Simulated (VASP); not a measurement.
Here is the system:

```
CELL_PARAMETERS angstrom
      0.00000     5.18653     0.01659
      5.25335     0.00000     0.00000
      0.00000    -0.87579    -5.29084
ATOMIC_POSITIONS crystal
  Zr 0.72381 0.95678 0.79049
  Zr 0.27619 0.45678 0.70951
  Zr 0.27619 0.04322 0.20951
  Zr 0.72381 0.54322 0.29049
  O  0.93174 0.66767 0.65510
  O  0.06826 0.16767 0.84490
  O  0.06826 0.33233 0.34490
  O  0.93174 0.83233 0.15510
  O  0.55004 0.24255 0.52233
  O  0.44996 0.74255 0.97767
  O  0.44996 0.75745 0.47767
  O  0.55004 0.25745 0.02233
```

Calculation: PBE GGA, VASP's PBE PAW potentials (set 64) (plane waves; VASP 6.6.1). Numerical set-up: 520 eV cut-off, Gaussian smearing of 0.050 eV, potentials Zr_sv O.

### Question
Give the energies of bands 41 to 54 at the high-symmetry points, in eV from the valence-band maximum.

### Answer

```
band      Γ      Z      D      B      A      E     C2     Y2
----  -----  -----  -----  -----  -----  -----  -----  -----
41    -1.56  -1.23  -1.46  -1.49  -1.31  -1.46  -1.50  -1.38
42    -1.12  -1.23  -1.46  -1.49  -1.31  -1.46  -1.50  -1.28
43    -1.09  -1.01  -0.89  -0.99  -1.19  -1.17  -1.35  -1.23
44    -0.82  -1.01  -0.89  -0.99  -1.19  -1.17  -1.35  -0.86
45    -0.60  -0.81  -0.86  -0.74  -0.89  -0.99  -0.89  -0.70
46    -0.53  -0.81  -0.86  -0.74  -0.89  -0.99  -0.89  -0.56
47    -0.20  -0.41  -0.64  -0.45  -0.46  -0.68  -0.57  -0.41
48     0.00  -0.41  -0.64  -0.45  -0.46  -0.68  -0.57  -0.07
49     3.99   4.45   4.30   4.19   3.79   4.04   4.23   3.60
50     4.28   4.45   4.30   4.19   3.79   4.04   4.23   4.47
51     4.59   4.82   4.45   4.45   4.82   4.57   4.54   4.54
52     4.86   4.82   4.45   4.45   4.82   4.57   4.54   4.65
53     4.90   5.14   5.10   5.36   5.00   4.93   5.28   5.10
54     5.29   5.14   5.10   5.36   5.00   4.93   5.28   5.13
```

The gap is indirect, 3.60 eV, from the valence maximum at Γ to the conduction minimum at Y2.

The compound is ZrO2 in the monoclinic structure. It was relaxed first.
